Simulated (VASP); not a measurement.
These are LDA (Ceperley-Alder, Perdew-Zunger), VASP's LDA PAW potentials (set 64) (plane waves; VASP) values and carry that method's errors.

VASP input:

### KPOINTS
```
Automatic
0
gamma
7 7 7
0 0 0
```

INCAR:
```
! general
SYSTEM =K(FeS)2
PREC   =Accurate
ENCUT  =300
LREAL  =.False.
LASPH  =.True.

! electronic loop
EDIFF  =1E-6
NELM   =100
ALGO   =Normal
LMAXMIX=4

! smearing
ISMEAR =-1
SIGMA  =0.136

! ions
ISIF   =2

! output
LWAVE  =.False.
LCHARG =.False.
```

File POSCAR:
```
K(FeS)2
1
   -1.8233650000     1.8233650000     6.3250600000
    1.8233650000    -1.8233650000     6.3250600000
    1.8233650000     1.8233650000    -6.3250600000
K Fe S
1 2 2
Direct
  0.0000000000   0.0000000000   0.0000000000
  0.7500000000   0.2500000000   0.5000000000
  0.2500000000   0.7500000000   0.5000000000
  0.6577400000   0.6577400000   0.0000000000
  0.3422600000   0.3422600000   0.0000000000
```

POTCAR, in this order: K_sv Fe S (LDA.64 set). Program: vasp_std.

Question: What will the output report for the number of irreducible k-points (NKPTS), largest plane-wave count, number of space-group operations, FFT grid (NGX, NGY, NGZ)?

Answer: 
The number of irreducible k-points (NKPTS) is 40 and the largest plane-wave count is 1010. The number of space-group operations is 16. The FFT grid (NGX, NGY, NGZ) is 40 × 40 × 40.

The structure comes from a computed database's Fe2KS2 entry; how it stands against other phases isn't given here. The cell was not relaxed at this level. The k-mesh is coarse (spacing up to 0.35 per Å, 2π included), so the numbers may not be converged in it. The run is not spin-polarised, so no magnetic state was tried. The electron count is odd and the run is not spin-polarised, which forces a metal.
